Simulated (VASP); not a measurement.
Level of theory: r2SCAN meta-GGA, VASP's PBE PAW potentials (set 64) (plane waves; VASP).

A VASP calculation is set up with these files.

POSCAR:
```
ZnF2
1
    4.7058168384     0.0000000000     0.0000000000
   -0.0000000000     4.7058168384     0.0000000000
    0.0000000000     0.0000000000     3.1339948109
Zn F
2 4
Direct
  1.0000000000   0.0000000000   0.0000000000
  0.5000000000   0.5000000000   0.5000000000
  0.3031916118   0.3031916118   0.0000000000
  0.8031916118   0.1968083882   0.5000000000
  0.1968083882   0.8031916118   0.5000000000
  0.6968083882   0.6968083882   0.0000000000
```

**INCAR**
```
SYSTEM = ZnF2
PREC = Accurate
ENCUT = 520
EDIFF = 1E-7
NELM = 100
ALGO = Normal
LREAL = .FALSE.
LASPH = .TRUE.
ISMEAR = -5
METAGGA = R2SCAN
LMIXTAU = .TRUE.
LMAXMIX = 4
LWAVE = .FALSE.
LCHARG = .FALSE.
LORBIT = 11
NEDOS = 601
ISIF = 2
LEFG = .TRUE.
```

### KPOINTS
```
K-points
0
gamma
5 5 8
```

File KPOINTS_OPT:
```
k-points along high-symmetry lines
6
Line-mode
Reciprocal
  0.000000   0.000000   0.000000 ! GAMMA
  0.000000   0.500000   0.000000 ! X

  0.000000   0.500000   0.000000 ! X
  0.500000   0.500000   0.000000 ! M

  0.500000   0.500000   0.000000 ! M
  0.000000   0.000000   0.000000 ! GAMMA

  0.000000   0.000000   0.000000 ! GAMMA
  0.000000   0.000000   0.500000 ! Z

  0.000000   0.000000   0.500000 ! Z
  0.000000   0.500000   0.500000 ! R

  0.000000   0.500000   0.500000 ! R
  0.500000   0.500000   0.500000 ! A

  0.500000   0.500000   0.500000 ! A
  0.000000   0.000000   0.500000 ! Z

  0.000000   0.500000   0.000000 ! X
  0.000000   0.500000   0.500000 ! R

  0.500000   0.500000   0.000000 ! M
  0.500000   0.500000   0.500000 ! A
```

POTCAR, in this order: Zn F (PBE.64 set). Program: vasp_std.

Predict the energy per atom (σ→0), band gap (over mesh and band path).

| Quantity | Result |
|---|---|
| energy per atom (σ→0) | -7.611 eV/atom |
| band gap (over mesh and band path) | 4.21 eV |

OSZICAR:
```
...
DAV:  23    -0.456664372369E+02   -0.35011E-05   -0.62754E-07  2098   0.868E-03    0.438E-03
DAV:  24    -0.456664414091E+02   -0.41722E-05   -0.51460E-07  2063   0.585E-03    0.173E-03
DAV:  25    -0.456664425607E+02   -0.11516E-05   -0.46626E-08  1196   0.249E-03    0.105E-03
DAV:  26    -0.456664431882E+02   -0.62754E-06   -0.40512E-08  1007   0.241E-03    0.545E-04
DAV:  27    -0.456664432813E+02   -0.93119E-07   -0.98871E-09  1028   0.107E-03
   1 F= -.45666443E+02 E0= -.45666443E+02  d E =0.000000E+00
       N       E                     dE             ncg
       N       E                     dE             ncg
```

The compound is ZnF2 in the rutile structure. It was relaxed first.
